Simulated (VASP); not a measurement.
# Ta3AsAu2O13 (R3m) in VASP: a series of runs

Aim: see how the results for Ta3AsAu2O13 move with the level of theory and the settings. Levels: RPBE, revPBE. Tasks: relaxation of cell and atoms.

Program: VASP 6.6.1. These are calculated values, not measurements. Logs are shortened: lines on timing, memory, paths and dates and some standing lists are left out, and cuts for length are marked.

## (1) The structure

It takes space group R3m (No. 160, trigonal). Conventional cell: a = 10.485 Å, b = 10.485 Å, c = 12.428 Å, α = 90.00°, β = 90.00°, γ = 120.00°. Around Ta (site symmetry m) lie 4 O at 1.82 to 1.95 Å. Around As (site symmetry 3m) lie 3 O at 1.76 Å. Around Au (site symmetry 3m) lie 3 O at 2.21 Å. Au (site symmetry 3m) has 1 As at 2.39 Å and 1 Au at 2.67 Å as nearest neighbours. O (site symmetry m) is surrounded by 1 As at 1.76 Å and 1 Ta at 1.93 Å. O (site symmetry 1) is surrounded by 1 O at 1.44 Å. O (site symmetry m) has 1 Ta at 1.82 Å as nearest neighbours. Around O (site symmetry 3m) lie 3 Ta at 2.11 Å.

The cell was built by a generator and needn't be a form met in nature.

## (2) Relaxation of cell and atoms, RPBE

INCAR

```
SYSTEM = Ta3AsAu2O13
  PREC = Accurate
  ENCUT = 600
  EDIFF = 1E-6
  ISMEAR = -1
  SIGMA = 0.05
  LREAL = .False.
  LASPH = .True.
  NELM = 100
  ALGO = Normal
  ISIF = 3
  LWAVE = .False.
  LCHARG = .False.
  GGA = RP
  IBRION = 2
  NSW = 60
  EDIFFG = -0.02
  KPAR = 4
```

KPOINTS

```
Automatic mesh
0
Gamma
  4 4 4
  0 0 0
```

POSCAR

```
Ta3AsAu2O13
1.0
    5.2423700000      3.0266800000      4.1427300000
   -5.2423700000      3.0266800000      4.1427300000
    0.0000000000     -6.0533700000      4.1427300000
Ta As Au O
3 1 2 13
Direct
    0.2310800000      0.5722900000      0.2310800000
    0.2310800000      0.2310800000      0.5722900000
    0.5722900000      0.2310800000      0.2310800000
    0.5587800000      0.5587800000      0.5587800000
    0.9655900000      0.9655900000      0.9655900000
    0.7510500000      0.7510500000      0.7510500000
    0.4088400000      0.6676200000      0.4088400000
    0.4088400000      0.4088400000      0.6676200000
    0.6676200000      0.4088400000      0.4088400000
    0.4972600000      0.0131300000      0.3602400000
    0.3602400000      0.4972600000      0.0131300000
    0.0131300000      0.3602400000      0.4972600000
    0.3602400000      0.0131300000      0.4972600000
    0.0131300000      0.4972600000      0.3602400000
    0.4972600000      0.3602400000      0.0131300000
    0.1096300000      0.7480600000      0.1096300000
    0.1096300000      0.1096300000      0.7480600000
    0.7480600000      0.1096300000      0.1096300000
    0.3084000000      0.3084000000      0.3084000000
```

Potentials or basis: VASP PAW PBE potentials, release 64 (Ta_pv, As, Au, O).

Started as:

```bash
> cat potpaw_PBE.64/Ta_pv/POTCAR potpaw_PBE.64/As/POTCAR potpaw_PBE.64/Au/POTCAR potpaw_PBE.64/O/POTCAR > POTCAR
> mpirun -np 4 vasp_std > vasp.out
```

OUTCAR:

```text
SYSTEM = Ta3AsAu2O13
   PREC = Accurate
   ENCUT = 600
   EDIFF = 1E-6
   ISMEAR = -1
   LREAL = .False.
   LASPH = .True.
   NELM = 100
   ISIF = 3
   GGA = RP
   IBRION = 2
   NSW = 60
   EDIFFG = -0.02

 ion  position               nearest neighbor table
   1  0.231  0.572  0.231-  16 1.82   7 1.93  14 1.95  11 1.95  19 2.11   2 3.58   3 3.58
   2  0.231  0.231  0.572-  17 1.82   8 1.93  13 1.95  12 1.95  19 2.11   3 3.58   1 3.58
   3  0.572  0.231  0.231-  18 1.82   9 1.93  10 1.95  15 1.95  19 2.11   2 3.58   1 3.58
   4  0.559  0.559  0.559-   8 1.76   7 1.76   9 1.76   6 2.39
   5  0.966  0.966  0.966-  17 2.21  16 2.21  18 2.21   6 2.67
   6  0.751  0.751  0.751-   4 2.39   5 2.67
   7  0.409  0.668  0.409-   4 1.76   1 1.93
   8  0.409  0.409  0.668-   4 1.76   2 1.93
   9  0.668  0.409  0.409-   4 1.76   3 1.93
  10  0.497  0.013  0.360-  13 1.44   3 1.95
  11  0.360  0.497  0.013-  15 1.44   1 1.95
  12  0.013  0.360  0.497-  14 1.44   2 1.95
  13  0.360  0.013  0.497-  10 1.44   2 1.95
  14  0.013  0.497  0.360-  12 1.44   1 1.95
  15  0.497  0.360  0.013-  11 1.44   3 1.95
  16  0.110  0.748  0.110-   1 1.82   5 2.21
  17  0.110  0.110  0.748-   2 1.82   5 2.21
  18  0.748  0.110  0.110-   3 1.82   5 2.21
  19  0.308  0.308  0.308-   1 2.11   3 2.11   2 2.11

  LATTYP: Found a trigonal (rhomboedric) cell.
 ALAT       =     7.3352232556
 COS(alpha) =    -0.0215480319

  Lattice vectors:

 A1 = (   5.2423700000,   3.0266800000,   4.1427300000)
 A2 = (  -5.2423700000,   3.0266800000,   4.1427300000)
 A3 = (   0.0000000000,  -6.0533700000,   4.1427300000)

Analysis of symmetry for initial positions (statically):
=====================================================================
 Subroutine PRICEL returns:
 Original cell was already a primitive cell.

 Routine SETGRP: Setting up the symmetry group for a
 trigonal (rhombohedral) supercell.

 Subroutine GETGRP returns: Found  6 space group operations
 (whereof  6 operations were pure point group operations)
 out of a pool of 12 trial point group operations.

The static configuration has the point symmetry C_3v.

Analysis of symmetry for dynamics (positions and initial velocities):
=====================================================================
 Subroutine PRICEL returns:
 Original cell was already a primitive cell.

 Routine SETGRP: Setting up the symmetry group for a
 trigonal (rhombohedral) supercell.

 Subroutine GETGRP returns: Found  6 space group operations
 (whereof  6 operations were pure point group operations)
[... 181 lines left out ...]
  -------------------------------------------------------------------------------------
  Total        7.0261881      7.0261863      4.8282399      0.0000000     -0.0000039      0.0000000
  in kB       28.5428819     28.5428744     19.6140322      0.0000000     -0.0000158      0.0000000
  external PRESSURE =      25.5665962 kB  Pullay stress =       0.0000000 kB
[... 93 lines left out ...]
--------------------------------------- Ionic step        3  -------------------------------------------

 number of electron     137.9999967 magnetization

 E-fermi :   0.0102     XC(G=0):  -7.4357

 val. band max:       -0.5651166176   @ k =   0.5000   0.5000   0.0000
 cond. band min:       0.5120027857   @ k =   0.5000   0.5000   0.5000
 fundamental gap:      1.0771194033
 Fermi energy:         0.0101949237

 k-point     1 :       0.0000    0.0000    0.0000
  band No.  band energies     occupation
      1     -35.3330      2.00000
      2     -35.3216      2.00000
      3     -35.3216      2.00000
      4     -35.2290      2.00000
      5     -35.2258      2.00000
      6     -35.2258      2.00000
[... 1081 lines left out ...]
     80       4.1388      0.00000
     81       4.1388      0.00000
 [bands above 81 left out]

------------------------ aborting loop because EDIFF is reached ----------------------------------------

  FORCE on cell =-STRESS in cart. coord.  units (eV):
  Direction    XX          YY          ZZ          XY          YZ          ZX
  --------------------------------------------------------------------------------------
  -------------------------------------------------------------------------------------
  Total        0.0797828      0.0797828      1.5958638      0.0000000     -0.0000013     -0.0000000
  in kB        0.3183120      0.3183119      6.3670698      0.0000000     -0.0000052     -0.0000000
  external PRESSURE =       2.3345646 kB  Pullay stress =       0.0000000 kB
[... 34 lines left out ...]
  FREE ENERGIE OF THE ION-ELECTRON SYSTEM (eV)
  ---------------------------------------------------
  free  energy   TOTEN  =      -129.5845452950 eV

  energy  without entropy=     -129.5845242904  energy(sigma->0) =     -129.58453479

[... ionic steps 4 to 16 ...]

--------------------------------------- Ionic step       17  -------------------------------------------

 number of electron     137.9999984 magnetization

------------------------ aborting loop because EDIFF is reached ----------------------------------------
[... 101 lines left out ...]
--------------------------------------- Ionic step       19  -------------------------------------------

 number of electron     137.9999985 magnetization

 Free energy of the ion-electron system (eV)
  ---------------------------------------------------
  ext. energy  EPLUGINS =         0.00000000
  ---------------------------------------------------
  free energy    TOTEN  =      -129.61090963 eV

  energy without entropy =     -129.61084576  energy(sigma->0) =     -129.61087770

 E-fermi :  -0.1755     XC(G=0):  -7.3507

 val. band max:       -0.6910543099   @ k =   0.5000   0.5000   0.0000
 cond. band min:       0.2666123685   @ k =   0.5000   0.5000   0.5000
 fundamental gap:      0.9576666784
 Fermi energy:        -0.1755189736

 k-point     1 :       0.0000    0.0000    0.0000
  band No.  band energies     occupation
      1     -35.4296      2.00000
      2     -35.4168      2.00000
      3     -35.4168      2.00000
      4     -35.3335      2.00000
      5     -35.3266      2.00000
      6     -35.3266      2.00000
[... 1081 lines left out ...]
     80       4.0317      0.00000
     81       4.0317      0.00000
 [bands above 81 left out]

------------------------ aborting loop because EDIFF is reached ----------------------------------------

  FORCE on cell =-STRESS in cart. coord.  units (eV):
  Direction    XX          YY          ZZ          XY          YZ          ZX
  --------------------------------------------------------------------------------------
  -------------------------------------------------------------------------------------
  Total       -0.0702578     -0.0702577      0.1559906      0.0000000     -0.0000001      0.0000000
  in kB       -0.2748370     -0.2748369      0.6102098      0.0000000     -0.0000005      0.0000000
  external PRESSURE =       0.0201786 kB  Pullay stress =       0.0000000 kB
[... 34 lines left out ...]
  FREE ENERGIE OF THE ION-ELECTRON SYSTEM (eV)
  ---------------------------------------------------
  free  energy   TOTEN  =      -129.6109096265 eV

  energy  without entropy=     -129.6108457642  energy(sigma->0) =     -129.61087770

 reached required accuracy - stopping structural energy minimisation
```

CONTCAR:

```text
Ta3AsAu2O13
   1.00000000000000
     5.3009145205682495    3.0604805914957440    4.2076302896645092
    -5.3009145205682495    3.0604805914957440    4.2076302896645092
     0.0000000000000000   -6.1209714525423875    4.2076304053917584
  Ta              As              Au              O
     3     1     2    13
Direct
     0.2317628743937085    0.5714420181707158    0.2317628743928886
     0.2317628743947180    0.2317628743947180    0.5714420181724772
     0.5714420181707158    0.2317628743937085    0.2317628743928886
     0.5569933802633454    0.5569933802633454    0.5569933802901883
     0.9643269958606959    0.9643269958606959    0.9643269958670918
     0.7488933106884891    0.7488933106884891    0.7488933106902653
[... 11 lines left out ...]
     0.7468626313786199    0.1114451944150632    0.1114451944148667
     0.3088411097416614    0.3088411097416614    0.3088411097313714

  0.00000000E+00  0.00000000E+00  0.00000000E+00
  0.00000000E+00  0.00000000E+00  0.00000000E+00
  0.00000000E+00  0.00000000E+00  0.00000000E+00
  0.00000000E+00  0.00000000E+00  0.00000000E+00
  0.00000000E+00  0.00000000E+00  0.00000000E+00
  0.00000000E+00  0.00000000E+00  0.00000000E+00
[... 11 lines left out ...]
  0.00000000E+00  0.00000000E+00  0.00000000E+00
  0.00000000E+00  0.00000000E+00  0.00000000E+00
```

It took 68 min on 4 MPI ranks of Intel Xeon Platinum 8175M at 2.50GHz (Skylake/Cascade Lake), shared host; peak memory 0.88 GiB.

Results:

```yaml
Free_energy: -129.6109 eV
Relaxed_volume: 21.56 Å³/atom
Relaxed_cell: a = 7.428 Å, b = 7.428 Å, c = 7.428 Å, α = 91.07°, β = 91.07°, γ = 91.07°
Space_group_after_relaxing_to_0.05_Å: R3m (No. 160)
Energy_gained_by_relaxing: 5.0 meV/atom
Ionic_steps: 19
Pressure_after_relaxing: 0.0 GPa
Largest_force_after_relaxing: 0.016 eV/Å
Band_gap_on_the_k_mesh: 0.96 eV, indirect (least direct gap 0.97 eV)
```

Forces on the atoms (eV/Å):
```
Ta   0.001 -0.001  0.016
Ta   0.000  0.002  0.016
Ta  -0.001 -0.001  0.016
As   0.000  0.000  0.006
Au   0.000  0.000  0.000
Au   0.000  0.000 -0.016
O    0.001 -0.001 -0.006
O    0.000  0.001 -0.006
O   -0.001 -0.001 -0.006
O    0.009 -0.013 -0.001
O    0.007  0.014 -0.001
O   -0.015 -0.001 -0.001
O    0.015 -0.001 -0.001
O   -0.009 -0.013 -0.001
O   -0.007  0.014 -0.001
O   -0.007  0.004 -0.011
O    0.000 -0.008 -0.011
O    0.007  0.004 -0.011
O    0.000  0.000  0.016
```

Step by step:
| step | energy change (eV) | largest force (eV/Å) | pressure (GPa) | volume (Å³) |
| --- | --- | --- | --- | --- |
| 1 | 0.0000 | 0.3700 | 2.56 | 394.40 |
| 2 | 0.1082 | 1.2764 | -3.10 | 413.60 |
| 3 | -0.0688 | 0.3823 | 0.23 | 401.58 |
| 4 | -0.0679 | 0.7848 | -0.02 | 405.12 |
| 5 | -0.0772 | 0.2669 | 0.10 | 403.30 |
| 6 | -0.0873 | 0.1195 | 0.08 | 405.32 |
| 7 | -0.0891 | 0.2756 | 0.07 | 406.61 |
| 8 | -0.0920 | 0.1310 | 0.02 | 408.31 |
| 9 | -0.0922 | 0.0857 | 0.03 | 407.96 |
| 10 | -0.0933 | 0.0686 | -0.01 | 408.57 |
| 11 | -0.0933 | 0.0810 | -0.02 | 408.73 |
| 12 | -0.0940 | 0.0644 | 0.00 | 409.01 |
| 13 | -0.0941 | 0.0625 | 0.01 | 409.10 |
| 14 | -0.0944 | 0.0509 | -0.02 | 409.28 |
| 15 | -0.0944 | 0.0516 | -0.03 | 409.33 |
| 16 | -0.0946 | 0.0385 | -0.02 | 409.37 |
| 17 | -0.0949 | 0.0370 | 0.00 | 409.49 |
| 18 | -0.0949 | 0.0415 | 0.01 | 409.51 |
| 19 | -0.0951 | 0.0164 | 0.00 | 409.57 |

Final structure:
```
Ta As Au O
1.0
     5.30091    3.06048    4.20763
    -5.30091    3.06048    4.20763
     0.00000   -6.12097    4.20763
Ta As Au O
3 1 2 13
Cartesian
  -1.8006 1.0396 4.3548
  0.0000 -2.0792 4.3548
  1.8006 1.0396 4.3548
  0.0000 0.0000 7.0309
  0.0000 0.0000 12.1726
  0.0000 0.0000 9.4532
  -1.3714 0.7918 6.2379
  0.0000 -1.5836 6.2379
  1.3714 0.7918 6.2379
  2.5596 -0.6370 3.6730
  -0.7282 2.5352 3.6730
  -1.8315 -1.8982 3.6730
  1.8315 -1.8982 3.6730
  -2.5596 -0.6370 3.6730
  0.7282 2.5352 3.6730
  -3.3683 1.9447 4.0804
  0.0000 -3.8894 4.0804
  3.3683 1.9447 4.0804
  0.0000 0.0000 3.8985
```

Levels at points of the mesh, in eV from the valence-band top:
```tsv
k point	band 67	band 68	band 69	band 70	band 71	band 72
(0.00, 0.00, 0.00)	-0.18	-0.18	-0.04	0.98	2.97	2.97
(0.50, 0.00, 0.00)	-0.39	-0.36	-0.01	1.09	2.87	2.93
(0.50, 0.50, 0.00)	-0.38	-0.35	0.00	1.06	2.86	2.95
(0.50, 0.50, 0.50)	-0.18	-0.18	-0.02	0.96	2.96	2.96
```

Caveat: the PAW data sets were made with another functional, which shifts forces and pressure a little; spin-orbit coupling is left out, which moves the levels of the heavy elements.

## (3) Relaxation of cell and atoms, revPBE

INCAR, as its differences from that of step 2:

```diff
@@ -13,3 +13,3 @@
   LCHARG = .False.
-  GGA = RP
+  GGA = RE
   IBRION = 2
```

KPOINTS is that of step 2.

POSCAR is that of step 2.

Potentials or basis: VASP PAW PBE potentials, release 64 (Ta_pv, As, Au, O).

Started as:

```bash
> cat potpaw_PBE.64/Ta_pv/POTCAR potpaw_PBE.64/As/POTCAR potpaw_PBE.64/Au/POTCAR potpaw_PBE.64/O/POTCAR > POTCAR
> mpirun -np 4 vasp_std > vasp.out
```

Wall time 75 min (4 MPI ranks of Intel Xeon Platinum 8175M at 2.50GHz (Skylake/Cascade Lake), shared host); peak memory 0.87 GiB.

The run converged. Its results:

```
Free energy                            : -130.2016 eV
Relaxed volume                         : 21.39 Å³/atom
Relaxed cell                           : a = 7.409 Å, b = 7.409 Å, c = 7.409 Å, α = 91.05°, β = 91.05°, γ = 91.05°
Space group after relaxing (to 0.05 Å) : R3m (No. 160)
Energy gained by relaxing              : 3.3 meV/atom
Ionic steps                            : 21
Pressure after relaxing                : 0.0 GPa
Largest force after relaxing           : 0.016 eV/Å
Band gap on the k mesh                 : 0.97 eV, indirect (least direct gap 0.99 eV)
```

Forces on the atoms (eV/Å):
```
Ta   0.001 -0.001  0.015
Ta   0.000  0.002  0.015
Ta  -0.001 -0.001  0.015
As   0.000  0.000 -0.001
Au   0.000  0.000  0.009
Au   0.000  0.000 -0.013
O    0.010 -0.006 -0.009
O    0.000  0.011 -0.009
O   -0.010 -0.006 -0.009
O    0.012  0.008  0.002
O   -0.013  0.006  0.002
O    0.001 -0.015  0.002
O   -0.001 -0.015  0.002
O   -0.012  0.008  0.002
O    0.013  0.006  0.002
O   -0.009  0.005 -0.013
O    0.000 -0.010 -0.013
O    0.009  0.005 -0.013
O    0.000  0.000  0.011
```

Step by step:
| step | energy change (eV) | largest force (eV/Å) | pressure (GPa) | volume (Å³) |
| --- | --- | --- | --- | --- |
| 1 | 0.0000 | 0.3487 | 2.08 | 394.40 |
| 2 | 0.0840 | 1.1221 | -2.66 | 410.00 |
| 3 | -0.0459 | 0.3049 | 0.21 | 400.08 |
| 4 | -0.0442 | 0.6519 | -0.04 | 403.02 |
| 5 | -0.0512 | 0.1976 | 0.08 | 401.44 |
| 6 | -0.0573 | 0.0893 | 0.06 | 402.98 |
| 7 | -0.0586 | 0.2126 | 0.06 | 404.08 |
| 8 | -0.0603 | 0.1061 | 0.01 | 405.38 |
| 9 | -0.0605 | 0.0709 | 0.02 | 405.12 |
| 10 | -0.0612 | 0.0583 | 0.00 | 405.57 |
| 11 | -0.0612 | 0.0624 | 0.00 | 405.70 |
| 12 | -0.0617 | 0.0549 | -0.01 | 406.00 |
| 13 | -0.0617 | 0.0535 | -0.01 | 406.08 |
| 14 | -0.0620 | 0.0403 | 0.00 | 406.17 |
| 15 | -0.0621 | 0.0323 | 0.01 | 406.23 |
| 16 | -0.0623 | 0.0231 | 0.00 | 406.30 |
| 17 | -0.0624 | 0.0336 | -0.02 | 406.38 |
| 18 | -0.0624 | 0.0474 | -0.02 | 406.41 |
| 19 | -0.0625 | 0.0355 | -0.01 | 406.44 |
| 20 | -0.0626 | 0.0242 | 0.00 | 406.49 |
| 21 | -0.0627 | 0.0160 | 0.01 | 406.50 |

Final structure:
```yaml
crystal:
  lattice:
    - [5.28657, 3.05220, 4.19878]
    - [-5.28657, 3.05220, 4.19878]
    - [0.00000, -6.10441, 4.19878]
  atoms:
    - { symbol: Ta, position: [0.23172, 0.57178, 0.23172] }
    - { symbol: Ta, position: [0.23172, 0.23172, 0.57178] }
    - { symbol: Ta, position: [0.57178, 0.23172, 0.23172] }
    - { symbol: As, position: [0.55741, 0.55741, 0.55741] }
    - { symbol: Au, position: [0.96399, 0.96399, 0.96399] }
    - { symbol: Au, position: [0.74914, 0.74914, 0.74914] }
    - { symbol: O, position: [0.40804, 0.66709, 0.40804] }
    - { symbol: O, position: [0.40804, 0.40804, 0.66709] }
    - { symbol: O, position: [0.66709, 0.40804, 0.40804] }
    - { symbol: O, position: [0.49771, 0.01449, 0.36033] }
    - { symbol: O, position: [0.36033, 0.49771, 0.01449] }
    - { symbol: O, position: [0.01449, 0.36033, 0.49771] }
    - { symbol: O, position: [0.36033, 0.01449, 0.49771] }
    - { symbol: O, position: [0.01449, 0.49771, 0.36033] }
    - { symbol: O, position: [0.49771, 0.36033, 0.01449] }
    - { symbol: O, position: [0.11091, 0.74723, 0.11091] }
    - { symbol: O, position: [0.11091, 0.11091, 0.74723] }
    - { symbol: O, position: [0.74723, 0.11091, 0.11091] }
    - { symbol: O, position: [0.30912, 0.30912, 0.30912] }
```

Levels at points of the mesh, in eV from the valence-band top:
```tsv
k point	band 66	band 67	band 68	band 69	band 70	band 71	band 72	band 73
(0.00, 0.00, 0.00)	-0.61	-0.17	-0.17	-0.05	1.00	2.97	2.97	3.09
(0.50, 0.00, 0.00)	-0.52	-0.38	-0.36	-0.01	1.11	2.86	2.92	3.09
(0.50, 0.50, 0.00)	-0.52	-0.37	-0.35	0.00	1.07	2.86	2.94	3.08
(0.50, 0.50, 0.50)	-0.62	-0.17	-0.17	-0.02	0.97	2.95	2.95	3.05
```

Caveat: the PAW data sets were made with another functional, which shifts forces and pressure a little; spin-orbit coupling is left out, which moves the levels of the heavy elements. As with any semilocal functional, this revPBE gap is likely too small.

## (4) The reference run

An earlier run on the cell as given: functional PBE; potentials or basis VASP PAW PBE potentials, release 64 (Ta_pv, As, Au, O); cutoff 520 eV; k mesh 4 × 4 × 4; occupations fermi-dirac, width 0.05 eV; no spin polarisation.

* Pressure: 0.6 GPa
* Largest force: 0.340 eV/Å
* Band gap on the k mesh: 1.06 eV, indirect (least direct gap 1.09 eV)

## (5) Summary

| task | level | cell | cutoff (eV) | gap on the mesh (eV) | pressure (GPa) | relaxed volume (Å³/atom) | largest force (eV/Å) |
| --- | --- | --- | --- | --- | --- | --- | --- |
| relaxation of cell and atoms | RPBE | relaxed | 600 | 0.96 | 0.0 | 21.56 | 0.02 |
| relaxation of cell and atoms | revPBE | relaxed | 600 | 0.97 | 0.0 | 21.39 | 0.02 |
| single point | PBE | as given | 520 | 1.06 | 0.6 | - | 0.34 |

Alike in all rows: potentials or basis VASP PAW PBE potentials, release 64 (Ta_pv, As, Au, O); no spin polarisation; k mesh 4 × 4 × 4; smearing fermi-dirac 0.05 eV.

Caveats: spin-orbit coupling is left out, which moves the levels of the heavy elements; the PAW data sets were made with another functional, which shifts forces and pressure a little (some runs).

Total energies depend on the potentials used, so only differences within one code and one set of settings carry meaning.
